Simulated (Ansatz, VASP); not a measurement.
# ScB2 in two plane-wave programs

One calculation is typed for both programs; each brings its own data sets. How far apart do they land? The cell is taken from a series of runs on this material, whose earlier steps may have relaxed, scaled, displaced or heated it; both programs get it as it stands.

Program: Ansatz 0.2.0. Level of theory: plane waves, with VASP 6.6.1 beside it; relaxation of cell and atoms at PBEsol. Results are calculated unless marked as measured.

### 1. Set-up

It takes space group P6/mmm (No. 191, hexagonal). The conventional cell has a = 3.126 Å, b = 3.126 Å, c = 3.484 Å, α = 90.00°, β = 90.00°, γ = 120.00°. Nearest to Sc lie 12 B at 2.51 Å. Nearest to B lie 3 B at 1.80 Å and 6 Sc at 2.51 Å. Farther neighbours are not listed.

### 2. Ansatz: relaxation of cell and atoms, PBEsol

Ansatz runs on its default PAW (the set named soft_2) files.

The relaxed volume is the usual yardstick between codes: in a stiff, nearly cubic crystal its relative difference is about their pressure difference at one cell divided by the bulk modulus.

Contents of input.yaml:

```yaml
crystal:
  lattice:
    - [3.1261382695, 0.0, 0.0]
    - [-1.5630691347, 2.7073151571, 0.0]
    - [0.0, 0.0, 3.483572295]
  atoms:
    - { symbol: Sc, position: [0.0, 0.0, 0.0] }
    - { symbol: B, position: [0.3333333333, 0.6666666667, 0.5] }
    - { symbol: B, position: [0.6666666667, 0.3333333333, 0.5] }
kpoints:
  mp_grid: { grid: [15, 15, 12] }
hamiltonian:
  xc: pbesol
scf:
  occupations: { method: methfessel_paxton, width: 0.15 }
output:
  forces: true
  stress: true
  eigenvalues: true
relax:
  adjacent_minimum: "off"
  f_tol: 0.001
  max_steps: 60
  cell: { stress_tol: 0.01 }
```

Command:

```
ansatz run input.yaml --threads 2 --pin off --max-ram 5120MiB --backend cpu --events-out ev --progress --plain --runs-dir out
```

Numbers of over 12 decimals in the logs are rounded to 6 here.

What it wrote:

```text
Engine: ansatz 0.2.0, x86_64-unknown-linux-gnu
Pseudopotentials: kind: paw
Pseudopotential: Sc, paw, valence charge 11, recommended cutoff 420 eV (normal), Sc.paw.azcp
Pseudopotential: B, paw, valence charge 3, recommended cutoff 420 eV (normal), B.paw.azcp
Functional definition: PBEsol
  exchange = pbesol_x
  correlation = pbesol_c
Crystal: 3 atoms, lattice volume = 29.483 Å³
Basis set: ecut = 420 eV, 563 PW (Γ), exchange–correlation on 48×48×48 points (8 copies of the dense FFT grid, shifted against one another)
Bands: 13, of which v1, the nominal top of the filled ones, is band 9 counted from 1 (8 counted from 0)
Symmetry: 24 space group operations
Space group: P6/mmm (ITA 191), of the structure as read, at distance tolerance 3.1e-5 Å
k-points: 189 of 2700
Non-local potential: Sc, projectors of the file, l = 0: 3, l = 1: 2, l = 2: 3, l = 3: 1
Non-local potential: B, projectors of the file, l = 0: 2, l = 1: 2, l = 2: 1
PAW form: soft (Blöchl's): semilocal exchange-correlation on the pseudo side does not see the compensation charge
PAW frozen core: Sc, regenerated for the run's functional, and the local potential with it (the file was generated under x = pbe(κ = 0.804, μ = 0.219515), c = pbe(β = 0.066725))
PAW frozen core: B, regenerated for the run's functional, and the local potential with it (the file was generated under x = pbe(κ = 0.804, μ = 0.219515), c = pbe(β = 0.066725))
PAW one-centre angular grid: Sc, 590 points (default); XC on 64 Gauss nodes
PAW one-centre angular grid: B, 110 points (default); XC on 64 Gauss nodes
Initial density: superposition of atomic densities (neutral atoms: chi_scale 0, normalization atom), corrected by the library's trained network
Initial wavefunctions: pseudopotential atomic-orbital guess
Functional: x = pbesol(κ = 0.804, μ = 0.123457), c = pbesol(β = 0.046)
SCF iter   1: F=—  HF=-2419.389896 eV  |F-HF|=—  |Δ(HF+E_count)|=         —  Δρ=3.79e-3  dr2=3.48e-3  ethr=1.77e-3  ⟨swp⟩=4.3  Hψ=11835  notcnv=0
preconditioner: auto → none  [metal: Δε(μ)=0.030 eV  Ē_g=8.441 eV  σ=0.150 eV  W_gap=0.17  n_scr=8 (ndim 8)  ℏωp=20.5 eV  f_vac=0.000  D(μ)=1.00/eV (n_scr^D=8)  sad-step TF]
SCF iter   2: F=—  HF=-2419.388549 eV  |F-HF|=—  |Δ(HF+E_count)|=   1.35e-3  S|Δr|=    0.00e0  Δρ=2.03e-3  dr2=1.22e-3  ethr=2.05e-5  ⟨swp⟩=1.5  Hψ=4545  notcnv=0
SCF iter   3: F=—  HF=-2419.388138 eV  |F-HF|=—  |Δ(HF+E_count)|=   4.12e-4  S|Δr|=    0.00e0  Δρ=1.76e-4  dr2=5.47e-6  ethr=7.16e-6  ⟨swp⟩=2.3  Hψ=3525  notcnv=0
SCF iter   4: F=—  HF=-2419.388120 eV  |F-HF|=—  |Δ(HF+E_count)|=   1.75e-5  S|Δr|=    0.00e0  Δρ=3.47e-5  dr2=2.14e-7  ethr=3.22e-8  ⟨swp⟩=2.1  Hψ=4025  notcnv=0
SCF iter   5: F=-2419.388120 eV  HF=-2419.388120 eV  |F-HF|=1.66e-9  |Δ(HF+E_count)|=   6.79e-8  S|Δr|=    0.00e0  Δρ=2.25e-6  dr2=2.12e-9  ethr=5.88e-10  ⟨swp⟩=5.2  Hψ=10069  notcnv=0
SCF 1 converged in 5 iterations: F = -2419.388120 eV  dr2 = 2.12e-9
  greatest PAW one-centre occupation: 0.998 electrons in one spin orbital (limit 2), on the Sc atom at site 0 (counted from 0), in its partial waves of l = 0
relax step   1: F+E_penalty+E_count = -2419.38812020 eV  Δ(F+E_penalty+E_count) = +0.000e0 eV  max|allowed force component| = 8.635e-17 eV/Å  Δτ_max = 0.0000 Å  P = +0.008 GPa  Ω = 29.483 Å³  (5 SCF iters, dr2 threshold 1.00e-7 eV, accepted)
[...]
relax step   2: F+E_penalty+E_count = -2419.38812272 eV  Δ(F+E_penalty+E_count) = -2.512e-6 eV  max|allowed force component| = 4.934e-16 eV/Å  Δτ_max = 0.0000 Å  P = +0.012 GPa  Ω = 29.481 Å³  energy of the carried Pulay correction = +1.503e-6 eV  (3 SCF iters, dr2 threshold 5.79e-9 eV, accepted)
[...]
relax step   3: F+E_penalty+E_count = -2419.38812155 eV  Δ(F+E_penalty+E_count) = +1.170e-6 eV  max|allowed force component| = 1.542e-16 eV/Å  Δτ_max = 0.0000 Å  P = +0.004 GPa  Ω = 29.483 Å³  energy of the carried Pulay correction = +1.033e-7 eV  (2 SCF iters, dr2 threshold 2.45e-9 eV, accepted)
[...]
relax step   4: F+E_penalty+E_count = -2419.38812060 eV  Δ(F+E_penalty+E_count) = +9.452e-7 eV  max|allowed force component| = 1.727e-16 eV/Å  Δτ_max = 0.0000 Å  P = +0.004 GPa  Ω = 29.483 Å³  stress off target by 4.64e-3 GPa  SCF on the basis re-selected at this cell (its energy is not comparable with the rows above)  (4 SCF iters)
basis re-selected at this cell: Δ(F+E_penalty+E_count) = +9.452e-7 eV, ΔP = -0.000 GPa vs the last step (what re-selecting the basis moved, of the pressure what is left beyond the Pulay correction that the steps carried, after the strain that the cell walked since its last selection, with what the two solves' SCF thresholds leave and, on support functions, any second-order correction that the steps lacked; it is no m [...]
SCF converged after 4 iterations
Stability not checked: this state was not tested for a lower state beside it, because cold or Methfessel-Paxton smearing, or corrected tetrahedra, fill the levels in a way that the test cannot read (fill_not_monotonic; see scf.lower_state_search)
Free energy (F): -2419.388121 eV
Harris-Foulkes:  -2419.388121 eV  (|F-HF|=4.55e-13)
Internal energy: -2419.387718 eV  (E = F + TS)
E sigma→0 (E₀):  -2419.388020 eV
Entropy (-TS):   -0.000403 eV (-0.134 meV/atom)
Fermi energy:    12.280670 eV
--- Per-component energies (eV) ---
  E_band       = -86.035463
  E_kinetic    = 363.029304
  E_local      = -725.481801  (includes V_loc(G=0)·N_el)
  E_nonlocal   = 105.071791
  E_hartree    = 250.500863
  E_xc         = -170.148311
  E_vxc        = -208.565539  (∫ρ·V_xc dr)
  E_paw        = -1082.821920  (= ΣΔE_a)
  E_vpaw       = -121.090945  (= ΣTr[D̂ρ^β])
  E_aug_tail   = 0.000001  (compensation charges beyond the density's cutoff)
  E_ewald      = -1159.696091
  E_core_change = 0.158447  (= ΣΔE_core)
  E_smearing   = -0.000403  (= −TS)
  E_closure    = -0.000000  (closes the sum)
  Σ components = -2419.388121   (vs F -2419.388121, Δ=0.00e0)
--- Forces (eV/Å), atoms counted from 1 ---
  atom   1  Sc    -0.00000000    -0.00000000    -0.00000000
  atom   2  B     -0.00000000    -0.00000000    -0.00000000
  atom   3  B      0.00000000     0.00000000     0.00000000
  max |Σ_I F_I| component: 3.70e-17 eV/Å
--- Stress (GPa, compression-positive) ---
        0.004640       0.000000       0.000000
       -0.000000       0.004640       0.000000
        0.000000       0.000000       0.003245
  P = ⅓ Tr σ = 0.0042 GPa (0.042 kbar)
--- Band table (eV; the first three rows and the last of 189) ---
  k-point 0: bands = [... 5 lower, 10.7708, 11.3705, 11.3705, 11.8248, 16.4842, 16.4842, 17.3024, 17.3024]
  k-point 1: bands = [... 5 lower, 10.1252, 11.4300, 11.4300, 12.4285, 16.1822, 16.1822, 17.1550, 17.1550]
  k-point 2: bands = [... 5 lower, 9.1371, 11.6051, 11.6051, 13.3039, 15.6075, 15.6075, 16.7499, 16.7499]
  k-point 188: bands = [... 5 lower, 5.1870, 8.0686, 10.7492, 10.7492, 16.9558, 18.3506, 18.3506, 18.7479]
--- Relaxed structure (3 steps of the walk, 3 accepted, 1 SCFs on fresh bases) ---
  F+E_penalty+E_count = -2419.38812060 eV   max|allowed force component| = 1.727e-16 eV/Å   (the final SCF, on the basis selected at the relaxed cell)
  cell:  # Å, volume = 29.4827 Å³
    - [3.126377, -2.886972828356203e-11, 0.0]
    - [-1.563189, 2.707522, 0.0]
    - [0.0, 0.0, 3.483005]
  atoms:
    - { symbol: Sc, position: [0, 0, 0.0] }
    - { symbol: B, position: [0.333333, 0.666667, 0.5] }
    - { symbol: B, position: [0.666667, 0.333333, 0.5] }
```

### 3. VASP: relaxation of cell and atoms, PBEsol

The same cell, functional, mesh and smearing now go to VASP, with its own data sets.

Lines of VASP's logs that name or quote its potential files are left out, and so is its time.

Contents of INCAR:

```
SYSTEM = ScB2
PREC = Accurate
ENCUT = 500
EDIFF = 1E-07
NELM = 120
ISMEAR = 1
SIGMA = 0.15
LREAL = .FALSE.
ALGO = Normal
GGA = PS
NBANDS = 14
LASPH = .TRUE.
LORBIT = 11
LWAVE = .FALSE.
LCHARG = .FALSE.
ISIF = 3
IBRION = 2
NSW = 80
EDIFFG = -0.005
GGA_COMPAT = .FALSE.
NELMIN = 4
```

Contents of POSCAR:

```
ScB2
1.0
    3.1261380000      0.0000000000      0.0000000000
   -1.5630690000      2.7073150000      0.0000000000
    0.0000000000      0.0000000000      3.4835720000
Sc B
1 2
Direct
    0.0000000000      0.0000000000      0.0000000000
    0.3333333949      0.6666667898      0.5000000000
    0.6666666051      0.3333332102      0.5000000000
```

Contents of KPOINTS:

```
Automatic mesh
0
Gamma
15 15 12
0 0 0
```

The projector-augmented-wave data sets are Sc_sv and B (PBE family, release 64).

Command:

```
mpirun -np 1 vasp_std
```

What it wrote:

```text
[banner, memory and clock lines left out]
running    1 mpi-ranks, on    1 nodes
 distrk:  each k-point on    1 cores,    1 groups
 distr:  one band on    1 cores,    1 groups

 POSCAR found type information on POSCAR ScB
 POSCAR found :  2 types and       3 ions
|                                                                             |
|               ----> ADVICE to this user running VASP <----                  |
|                                                                             |
|     You enforced a specific xc type in the INCAR file but a different       |
|     [... a line on the potential file left out ...]
|     I HOPE YOU KNOW WHAT YOU ARE DOING!                                     |
|                                                                             |

 LDA part: xc-table for (Slater+PW92), standard interpolation
 POSCAR, INCAR and KPOINTS ok, starting setup
 FFT: planning ... GRIDC
 FFT: planning ... GRID_SOFT
 FFT: planning ... GRID
 WAVECAR not read
 entering main loop
       N       E                     dE             d eps       ncg     rms          rms(c)
DAV:   1     0.105560919695E+03    0.10556E+03   -0.73197E+03  5332   0.119E+03
DAV:   2    -0.209393924215E+02   -0.12650E+03   -0.12174E+03  5358   0.359E+02
DAV:   3    -0.267470966336E+02   -0.58077E+01   -0.55083E+01  8532   0.749E+01
DAV:   4    -0.268391951703E+02   -0.92099E-01   -0.91747E-01  6920   0.790E+00
DAV:   5    -0.268403189257E+02   -0.11238E-02   -0.11234E-02  7580   0.739E-01    0.125E+01
DAV:   6    -0.234330868000E+02    0.34072E+01   -0.79210E+00  8930   0.344E+01    0.470E+00
DAV:   7    -0.233609154614E+02    0.72171E-01   -0.78470E-01  8274   0.741E+00    0.231E+00
DAV:   8    -0.233651175139E+02   -0.42021E-02   -0.19803E-01  8478   0.676E+00    0.107E+00
DAV:   9    -0.233443695308E+02    0.20748E-01   -0.10612E-01  8380   0.481E+00    0.282E-01
DAV:  10    -0.233423241660E+02    0.20454E-02   -0.84626E-03  8608   0.136E+00    0.851E-02
DAV:  11    -0.233422597708E+02    0.64395E-04   -0.27473E-04  8488   0.255E-01    0.959E-03
DAV:  12    -0.233422578405E+02    0.19303E-05   -0.13525E-05  8646   0.354E-02    0.418E-03
DAV:  13    -0.233422578334E+02    0.70611E-08   -0.23297E-07  5488   0.489E-03
   1 F= -.23342258E+02 E0= -.23342124E+02  d E =-.233423E+02
 curvature:   0.00 expect dE= 0.000E+00 dE for cont linesearch  0.000E+00
 trial: gam= 0.00000 g(F)=  0.793E-43 g(S)=  0.523E-03 ort = 0.000E+00 (trialstep = 0.100E+01)
 search vector abs. value=  0.523E-03
 bond charge predicted
       N       E                     dE             d eps       ncg     rms          rms(c)
DAV:   1    -0.233447939621E+02   -0.25361E-02   -0.74993E-02  5676   0.429E+00    0.440E-01
DAV:   2    -0.233426044026E+02    0.21896E-02   -0.57433E-03  6704   0.138E+00    0.107E-01
DAV:   3    -0.233423656535E+02    0.23875E-03   -0.33037E-04  7164   0.188E-01    0.469E-02
DAV:   4    -0.233423140242E+02    0.51629E-04   -0.13349E-04  7906   0.135E-01    0.252E-02
DAV:   5    -0.233423119069E+02    0.21173E-05   -0.44261E-06  8336   0.251E-02    0.286E-03
DAV:   6    -0.233423114476E+02    0.45929E-06   -0.11861E-06  8060   0.984E-03    0.652E-04
DAV:   7    -0.233423114571E+02   -0.95063E-08   -0.24022E-08  3210   0.239E-03
   2 F= -.23342311E+02 E0= -.23342179E+02  d E =-.536238E-04
 trial-energy change:   -0.000054  1 .order   -0.000056   -0.000523    0.000410
 step:   0.5560(harm=  0.5604)  dis= 0.00000  next Energy=   -23.342403 (dE=-0.145E-03)
 bond charge predicted
       N       E                     dE             d eps       ncg     rms          rms(c)
DAV:   1    -0.233428875591E+02   -0.57611E-03   -0.14729E-02  5682   0.190E+00    0.194E-01
DAV:   2    -0.233424566397E+02    0.43092E-03   -0.11085E-03  6716   0.605E-01    0.477E-02
DAV:   3    -0.233424104337E+02    0.46206E-04   -0.65502E-05  7278   0.865E-02    0.206E-02
DAV:   4    -0.233424018094E+02    0.86244E-05   -0.25313E-05  7834   0.589E-02    0.112E-02
DAV:   5    -0.233424025076E+02   -0.69828E-06   -0.84890E-07  8186   0.110E-02    0.117E-03
DAV:   6    -0.233424024808E+02    0.26812E-07   -0.19755E-07  6052   0.407E-03
   3 F= -.23342402E+02 E0= -.23342269E+02  d E =-.144647E-03
 curvature:  -0.28 expect dE=-0.146E-05 dE for cont linesearch -0.851E-10
 trial: gam= 0.00918 g(F)=  0.110E-42 g(S)=  0.520E-05 ort = 0.399E-06 (trialstep = 0.911E+00)
 search vector abs. value=  0.525E-05
 reached required accuracy - stopping structural energy minimisation
```

From OUTCAR (step 3):

```text
ion  position               nearest neighbor table
   1  0.000  0.000  0.000-   3 2.51   3 2.51   2 2.51   2 2.51   2 2.51   3 2.51   2 2.51   3 2.51
                             3 2.51   3 2.51   2 2.51   2 2.51
   2  0.333  0.667  0.500-   3 1.80   3 1.80   3 1.80   1 2.51   1 2.51   1 2.51   1 2.51   1 2.51
                             1 2.51
   3  0.667  0.333  0.500-   2 1.80   2 1.80   2 1.80   1 2.51   1 2.51   1 2.51   1 2.51   1 2.51
                             1 2.51

  LATTYP: Found a hexagonal cell.
 ALAT       =     3.1261380000
 C/A-ratio  =     1.1143372429

 Subroutine GETGRP returns: Found 24 space group operations
 (whereof 24 operations were pure point group operations)

The static configuration has the point symmetry D_6h.

 Found    189 irreducible k-points:

   k-points           NKPTS =    189   k-points in BZ     NKDIM =    189   number of bands    NBANDS=     14

   dimension x,y,z NGX =    24 NGY =   24 NGZ =   28
   dimension x,y,z NGXF=    48 NGYF=   48 NGZF=   56

   ENCUT  =  500.0 eV  36.75 Ry    6.06 a.u.   5.70  5.70  6.35*2*pi/ulx,y,z

   NELECT =      17.0000    total number of electrons

 k-points in reciprocal lattice and weights: Automatic mesh
   0.00000000  0.00000000  0.00000000       0.000
   0.06666667  0.00000000  0.00000000       0.002
   0.13333333  0.00000000  0.00000000       0.002
   0.20000000 -0.00000000  0.00000000       0.002
   0.26666667  0.00000000  0.00000000       0.002
   0.33333333  0.00000000  0.00000000       0.002
   0.40000000 -0.00000000  0.00000000       0.002
   0.46666667  0.00000000  0.00000000       0.002
   0.06666667  0.06666667  0.00000000       0.002
[...]
0.33333333  0.26666667  0.50000000       0.004
   0.33333333  0.33333333  0.50000000       0.001

 average (electrostatic) potential at core
       1 -43.2722       2 -25.3533       3 -25.3533

 E-fermi :   6.0429

 k-point     1 :       0.0000    0.0000    0.0000
  band No.  band energies     occupation
    ...
      5      -5.6230      2.00000
      6       4.5367      2.00000
      7       5.1340      2.00000
      8       5.1340      2.00000
      9       5.5828      2.00013
     10      10.2315      0.00000
     11      10.2315      0.00000
     12      11.0479      0.00000
     13      11.0479      0.00000
     14      12.6699      0.00000

 k-point     2 :       0.0667    0.0000    0.0000
  band No.  band energies     occupation
    ...
      5      -5.5399      2.00000
      6       4.5031      2.00000
      7       4.8531      2.00000
      8       5.0971      2.00000
      9       5.6443      2.00111
     10      10.1984      0.00000
     11      10.3261      0.00000
     12      10.7085      0.00000
     13      10.8114      0.00000
     14      12.9272      0.00000

 k-point     3 :       0.1333    0.0000    0.0000
  band No.  band energies     occupation
    ...
      5      -5.2941      2.00000
      6       4.1206      2.00000
      7       4.4172      2.00000
      8       4.9863      2.00000
      9       5.8066      2.04838
     10      10.1065      0.00000
     11      10.1169      0.00000
     12      10.5141      0.00000
     13      10.5609      0.00000
     14      13.2507      0.00000

  Total       -0.0076662     -0.0076662      0.0143430      0.0000000      0.0000000     -0.0000000
  in kB       -0.4154372     -0.4154372      0.7772595      0.0000000      0.0000000     -0.0000000
  external PRESSURE =      -0.0178716 kB  Pullay stress =       0.0000000 kB

  energy-cutoff  :      500.00
  volume of cell :       29.57
      direct lattice vectors                 reciprocal lattice vectors
     3.128965176  0.000000000 -0.000000000     0.319594481  0.184517954  0.000000000
    -1.564482588  2.709763406 -0.000000000     0.000000000  0.369035908  0.000000000
     0.000000000 -0.000000000  3.486993567     0.000000000  0.000000000  0.286779996

 POSITION                                       TOTAL-FORCE (eV/Angst)
 -----------------------------------------------------------------------------------
     -1.56448      2.70976      3.48699        -0.000000     -0.000000      0.000000
      0.00000      1.80651      1.74350        -0.000000      0.000000     -0.000000
      1.56448      0.90325      1.74350         0.000000     -0.000000      0.000000
 -----------------------------------------------------------------------------------
    total drift:                               -0.000000      0.000000     -0.000000

  FREE ENERGIE OF THE ION-ELECTRON SYSTEM (eV)
  ---------------------------------------------------
  free  energy   TOTEN  =       -23.3424024808 eV

  energy  without entropy=      -23.3420023978  energy(sigma->0) =      -23.34226912

 reached required accuracy - stopping structural energy minimisation

 total charge
# of ion       s       p       d       tot
------------------------------------------
    1        2.211   6.254   1.254   9.719
    2        0.673   1.240   0.000   1.913
    3        0.673   1.240   0.000   1.913
--------------------------------------------------
tot          3.557   8.733   1.254  13.545

[... 3 further parts left out ...]
```

The run keeps the 24 symmetry operations of its start, so it cannot find a distortion of lower symmetry.

### 4. Side by side

Known differences besides the potentials themselves: the cutoff is 420 eV in Ansatz and 500 eV in VASP; Ansatz makes its cores anew for this functional, VASP keeps those of its PBE data sets; Ansatz adds a Pulay correction to the stress that steers its cell, VASP none. Total energies have different zeros and are not compared.

Compared:

| quantity | Ansatz | VASP | difference |
| --- | --- | --- | --- |
| volume (Å³) | 29.48 | 29.57 | -0.28 % |
| edge a after relaxation, in the typed setting (Å) | 3.126 | 3.129 | -0.08 % |
| edge c after relaxation, in the typed setting (Å) | 3.483 | 3.487 | -0.11 % |

### 5. Results

| Property | Result |
| --- | --- |
| difference in volume (relaxation of cell and atoms, PBEsol) | -0.28 % |

What this shows: The difference in volume is -0.28 % (relaxation of cell and atoms, PBEsol), within the 1.2 % picked in this series as the mark of a large difference, as far as the stopping tolerances let one tell. How closely two codes agree says nothing of how well the functional describes the real material.

[Lines on the potential files, build, host, timing and source positions are cut from VASP's logs without a mark.]

[Logs are printed without paths, hosts, clocks, repeated set-up lines and the standing remarks that a program may print on its own settings, such as how far it seeks lower states.]

[Hosts, paths, dates, database ids (printed as entryN), source tags and the programs' standing remarks are cut or masked in the printed files.]
